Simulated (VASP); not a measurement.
Data:

```yaml
crystal:
  lattice:
    - [0.00000, 3.29129, 3.29129]
    - [3.29129, 0.00000, 3.29129]
    - [3.29129, 3.29129, 0.00000]
  atoms:
    - { symbol: Na, position: [0.25000, 0.25000, 0.25000] }
    - { symbol: Na, position: [0.75000, 0.75000, 0.75000] }
    - { symbol: S, position: [0.00000, 0.00000, 0.00000] }
```

The numbers are results of TPSS meta-GGA, VASP's PBE PAW potentials (set 64) (plane waves; VASP), not measurements. Numerical set-up: 520 eV cut-off, 5×5×5 Γ-centred mesh, Gaussian smearing of 0.050 eV, potentials Na_pv S.

Problem. Predict the energy per atom (σ→0), band gap (on the k-mesh) with the smallest direct gap where there is one.

Solution. 
The band gap (on the k-mesh) is 2.65 eV and the smallest direct gap (on the k-mesh) is 2.65 eV. The energy per atom (σ→0) is -7.387 eV/atom.

Only differences to runs with the same potentials and settings are physical.

The compound is Na2S in the antifluorite structure. It was relaxed first. The start is the result of an earlier pass.
